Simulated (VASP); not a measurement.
Input of a VASP 6.6.1 run:

The input INCAR:

```
PREC = Accurate ; ENCUT = 520
EDIFF = 1E-6 ; ISMEAR = -5
SIGMA = 0.05 ; LREAL = F
LASPH = T ; NELM = 120
ALGO = Fast ; ISIF = 2
LWAVE = F ; LCHARG = F
ISPIN = 2 ; MAGMOM = 0 1
LORBIT = 11 ; LMAXMIX = 4
LDAU = T ; LDAUTYPE = 2
LDAUL = -1 2 ; LDAUU = 0 3.5
LDAUJ = 0 1 ; LDAUPRINT = 1
GGA = RE ; NBANDS = 20
```

The input KNi.cif:

```cif
data_KNi
_cell_length_a 3.66047789
_cell_length_b 3.66047789
_cell_length_c 3.47888777
_cell_angle_alpha 90.00000000
_cell_angle_beta 90.00000000
_cell_angle_gamma 90.00000000
_space_group_name_H-M_alt 'P4/mmm'
_space_group_name_Hall '-P 4 2'
_space_group_IT_number 123
loop_
_space_group_symop_operation_xyz
'x,y,z'
'-x,-y,-z'
'-y,x,z'
'y,-x,-z'
'-x,-y,z'
'x,y,-z'
'y,-x,z'
'-y,x,-z'
'x,-y,-z'
'-x,y,z'
'-y,-x,-z'
'y,x,z'
'-x,y,-z'
'x,-y,z'
'y,x,-z'
'-y,-x,z'
loop_
_atom_site_label
_atom_site_type_symbol
_atom_site_symmetry_multiplicity
_atom_site_Wyckoff_symbol
_atom_site_fract_x
_atom_site_fract_y
_atom_site_fract_z
_atom_site_occupancy
K1 K 1 a 0.0000000000 0.0000000000 0.0000000000 1
Ni1 Ni 1 d 0.5000000000 0.5000000000 0.5000000000 1
```

KPOINTS

```
regular mesh
0
Gamma
  7 7 8
```

The input POSCAR:

```
K  Ni
 1.0000000000000000
     3.6604778900000001    0.0000000000000000    0.0000000000000000
     0.0000000000000000    3.6604778900000001    0.0000000000000000
     0.0000000000000000    0.0000000000000000    3.4788877700000000
 K   Ni 
   1   1
Cartesian
  0.0000000000000000  0.0000000000000000  0.0000000000000000
  1.8302389450000001  1.8302389450000001  1.7394438850000000
```

Potentials or basis: VASP PAW PBE potentials, release 64 (K_sv, Ni).

Launch:

```bash
$ ase convert -i cif -o vasp KNi.cif POSCAR
$ cat potpaw_PBE.64/K_sv/POTCAR potpaw_PBE.64/Ni/POTCAR > POTCAR
$ mpirun -np 1 vasp_std > vasp.out
```

Estimate the site moments.

K -0.01; Ni +0.96 μB.

What does it give for the band gap on the k mesh?

None (metal or under the smearing width).

What does it give for the net moment?

0.90 μB per cell.

Estimate the pressure.

6.9 GPa.

Stress tensor (GPa, compression positive):
```
7.01 0.00 0.00
0.00 7.01 0.00
0.00 0.00 6.69
```

Caveat: the PAW data sets were made with another functional, which shifts forces and pressure a little; the U is typed as a test and isn't derived for this compound; tetrahedron occupations give inexact forces and stress in metals. The state reached can hang on the start; a lower one may exist.
